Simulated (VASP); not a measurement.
Output of a VASP run:

### OSZICAR
```
       N       E                     dE             d eps       ncg     rms          rms(c)
DAV:   1    -0.550095978135E+03   -0.55010E+03   -0.99027E+00   640   0.786E+00    0.149E+01
DAV:   2    -0.550172367270E+03   -0.76389E-01   -0.31768E-01   688   0.123E+00    0.108E+01
DAV:   3    -0.550155794629E+03    0.16573E-01   -0.25405E-02   728   0.373E-01    0.636E+00
DAV:   4    -0.550149721093E+03    0.60735E-02   -0.92153E-03   728   0.211E-01    0.365E+00
DAV:   5    -0.550147796515E+03    0.19246E-02   -0.14899E-03   728   0.813E-02    0.209E+00
DAV:   6    -0.550147104274E+03    0.69224E-03   -0.33697E-04   704   0.415E-02    0.120E+00
DAV:   7    -0.550146885033E+03    0.21924E-03   -0.16051E-04   704   0.298E-02    0.682E-01
DAV:   8    -0.550146821461E+03    0.63572E-04   -0.40810E-05   608   0.151E-02    0.393E-01
DAV:   9    -0.550146802506E+03    0.18955E-04   -0.11336E-05   432   0.884E-03    0.226E-01
DAV:  10    -0.550146797926E+03    0.45800E-05   -0.50287E-06   432   0.587E-03
   1 F= -.55014680E+03 E0= -.55014680E+03  d E =-.107357E-10  mag=     1.0000
```

**OUTCAR**
```
------------------------ aborting loop because EDIFF is reached ----------------------------------------
  volume of cell :      671.84
      direct lattice vectors                 reciprocal lattice vectors
     8.758331436  0.000000000  0.000000000     0.114176999  0.000000000  0.000000000
     0.000000000  8.758331436  0.000000000     0.000000000  0.114176999  0.000000000
     0.000000000  0.000000000  8.758331436     0.000000000  0.000000000  0.114176999
  FREE ENERGIE OF THE ION-ELECTRON SYSTEM (eV)
  ---------------------------------------------------
  free  energy   TOTEN  =      -550.1467979255 eV

  energy  without entropy=     -550.1467979255  energy(sigma->0) =     -550.14679793

  exchange ACFDT corr.  =         0.00000000  see jH, gK, PRB 81, 115126

 total charge

# of ion       s       p       d       tot
------------------------------------------
    1        0.711   0.980   0.000   1.690
    2        0.709   0.976   0.000   1.685
    3        0.709   0.976   0.000   1.685
    4        0.709   0.981   0.000   1.690
    5        0.710   0.986   0.000   1.696
    6        0.708   0.974   0.000   1.682
    7        0.710   0.986   0.000   1.696
    8        0.710   0.986   0.000   1.696
    9        0.723   1.000   0.000   1.723
   10        0.723   1.001   0.000   1.724
   11        0.708   0.974   0.000   1.682
   12        0.723   1.003   0.000   1.726
   13        0.710   0.986   0.000   1.696
   14        0.711   0.980   0.000   1.691
   15        0.709   0.980   0.000   1.689
   16        0.709   0.976   0.000   1.685
   17        0.709   0.976   0.000   1.685
   18        0.709   0.976   0.000   1.685
   19        0.710   0.981   0.000   1.692
   20        0.709   0.976   0.000   1.685
   21        0.727   0.965   0.000   1.692
   22        0.709   0.976   0.000   1.685
   23        0.709   0.980   0.000   1.689
   24        0.709   0.975   0.000   1.684
   25        0.709   0.975   0.000   1.684
   26        0.710   0.986   0.000   1.696
   27        0.708   0.974   0.000   1.683
   28        0.711   0.979   0.000   1.690
   29        0.710   0.986   0.000   1.696
   30        0.711   0.978   0.000   1.689
   31        0.711   0.978   0.000   1.689
   32        0.709   0.980   0.000   1.689
   33        0.836   1.700   0.000   2.536
   34        0.836   1.701   0.000   2.537
   35        0.835   1.704   0.000   2.540
   36        0.833   1.715   0.000   2.548
   37        0.833   1.720   0.000   2.553
   38        0.833   1.721   0.000   2.554
   39        0.833   1.715   0.000   2.548
   40        0.833   1.720   0.000   2.554
   41        0.833   1.721   0.000   2.554
   42        0.833   1.720   0.000   2.554
   43        0.833   1.720   0.000   2.554
   44        0.833   1.715   0.000   2.548
   45        0.833   1.717   0.000   2.550
   46        0.833   1.717   0.000   2.550
   47        0.832   1.715   0.000   2.547
   48        0.835   1.706   0.000   2.541
   49        0.832   1.715   0.000   2.547
   50        0.833   1.717   0.000   2.550
   51        0.836   1.703   0.000   2.538
   52        0.836   1.701   0.000   2.537
...
```
(Selected blocks of OUTCAR.)

POSCAR:
```
BC31Si32
1
    8.7583314356     0.0000000000     0.0000000000
    0.0000000000     8.7583314356     0.0000000000
    0.0000000000     0.0000000000     8.7583314356
Si C B
32 31 1
Direct
  0.4989090657   0.9996454846   0.9994510373
  0.7494364714   0.2504159677   0.0006561332
  0.7496392840   0.0005115365   0.2503313167
  0.9994521258   0.0003606394   0.0001806721
  0.2487473661   0.2500436028   0.9993969016
  0.4997749455   0.5000973562   0.0006659259
  0.7496972673   0.7510483360   0.9994923309
  0.2485386501   0.9993845530   0.2500792218
  0.4943772664   0.2483335958   0.2486765157
  0.7517234909   0.5052081252   0.2485764827
  0.4996986431   0.0005273957   0.5002110379
  0.7519868073   0.2479616146   0.5045820094
  0.7496330362   0.9995384282   0.7511759170
  0.0002346503   0.5007709006   0.9993213385
  0.2495507732   0.7503269747   0.9999766002
  0.9993219427   0.2501307208   0.2502653551
  0.2488043458   0.4998541635   0.2493629557
  0.4999842144   0.7507696011   0.2493926666
  0.0004698064   0.9992755084   0.5009269758
  0.2488585125   0.2495008111   0.4998424674
  0.4960272180   0.5034349224   0.5024084998
  0.7502657184   0.7508220742   0.4997352867
  0.2496397333   0.0000677442   0.7502626464
  0.5001488313   0.2496400577   0.7503383334
  0.7501476290   0.4996298159   0.7503843428
  0.0003692245   0.7512228746   0.2500134807
  0.9993365929   0.5002013495   0.5003234308
  0.2489734623   0.7508182476   0.5005536075
  0.0002843070   0.2500299927   0.7511716720
  0.2491265864   0.5006726540   0.7507698470
  0.4990348959   0.7506498938   0.7507350419
  0.9997034421   0.7502348020   0.7503160790
  0.6246928411   0.1230460786   0.1231531687
  0.8770092240   0.3750545130   0.1229449929
  0.8773852959   0.1224130474   0.3750936069
  0.1245281705   0.1247732899   0.1246720848
  0.3717196599   0.3748011397   0.1226366509
  0.6250810683   0.6280511633   0.1225810804
  0.8750082496   0.8753354711   0.1246414205
  0.3715462792   0.1223414492   0.3749750123
  0.8776236433   0.6283152749   0.3749578387
  0.6251268318   0.1223659202   0.6280031146
  0.8775810722   0.3747534663   0.6280945583
  0.8748538313   0.1248730851   0.8755076501
  0.1246575831   0.6255992619   0.1243657254
  0.3742936120   0.8750794377   0.1244769210
  0.1242220430   0.3752049790   0.3751506569
  0.3734698429   0.6262640651   0.3740921572
  0.6245782906   0.8754663360   0.3751202175
  0.1248335301   0.1245008315   0.6257212138
  0.3737551938   0.3745102465   0.6256708734
  0.6252822139   0.6259283926   0.6256094354
  0.8751185272   0.8749262283   0.6256880230
  0.3744494958   0.1247850784   0.8748388087
  0.6245630149   0.3751938772   0.8753504345
  0.8749408850   0.6254542240   0.8748385437
  0.1252495543   0.8744947865   0.3747350567
  0.1251376529   0.6251644040   0.6252333927
  0.3747222466   0.8746798579   0.6251609753
  0.1253826844   0.3745872948   0.8745851077
  0.3748132519   0.6250062800   0.8748938082
  0.6251502640   0.8744670861   0.8746635290
  0.1248835714   0.8750018128   0.8749823995
  0.6280150687   0.3720698767   0.3724314121
```

Question: Write an INCAR and KPOINTS that could have produced this output.

Answer: This is not unique; one that fits is the input of the run itself, HSE06 screened hybrid, plane waves, VASP's PBE PAW potentials (set 64).

INCAR:
```
# general
SYSTEM   = BC31Si32
PREC     = Normal
ENCUT    = 400
LREAL    = Auto
LASPH    = T
ISYM     = 0

# electronic loop
EDIFF    = 1E-5
NELM     = 50
NELMIN   = 4
ALGO     = Normal

# smearing
ISMEAR   = 0
SIGMA    = 0.05

# functional
GGA      = PE
LHFCALC  = T
AEXX     = 0.25
HFSCREEN = 0.2
PRECFOCK = Fast

# spin
ISPIN    = 2
MAGMOM   = 64*0.0156
NUPDOWN  = 1

# ions
ISIF     = 0

# output
LWAVE    = F
LCHARG   = F
LORBIT   = 10
```

### KPOINTS
```
Automatic mesh
0
Gamma
1 1 1
0 0 0
```

POTCAR, in this order: Si C B (PBE.64 set). Program: vasp_gam. Read from the step before: WAVECAR.

The supercell is sampled at Γ alone, which is coarse: total energies, pressure and levels can be off, energies of defects by several tenths of an eV.

The cell is a supercell with a defect, built from SiC (zinc blende): B_C. The cell's shape comes from a PBE relaxation.
